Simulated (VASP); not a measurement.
Input:

```yaml
crystal:
  lattice:
    - [4.16845, 0.00000, 0.00000]
    - [-2.08422, 3.60998, 0.00000]
    - [0.00000, 0.00000, 6.83692]
  atoms:
    - { symbol: In, position: [0.66667, 0.33333, 0.50012] }
    - { symbol: In, position: [0.33333, 0.66667, 0.00012] }
    - { symbol: P, position: [0.66667, 0.33333, 0.87488] }
    - { symbol: P, position: [0.33333, 0.66667, 0.37488] }
```

Calculation: r2SCAN meta-GGA, VASP's PBE PAW potentials (set 64) (plane waves; VASP). Run with 400 eV cut-off, 7×7×4 Γ-centred mesh, tetrahedra with Blöchl corrections, potentials In_d P.

The cores are frozen, which limits the accuracy of field gradients.

Task: Give the principal components of the electric field gradient (V/Å²) and the asymmetry η at each nucleus.

Result: 
| atom | Vxx | Vyy | Vzz | η |
|---|---|---|---|---|
| In1 | -2.0 | -2.0 | 4.0 | 0.00 |
| In2 | -2.0 | -2.0 | 4.0 | 0.00 |
| P3 | -1.4 | -1.4 | 2.8 | 0.00 |
| P4 | -1.4 | -1.4 | 2.8 | 0.00 |

The structure comes from a computed database's InP entry (P6_3mc); how it stands against other phases isn't given here. It was relaxed first.
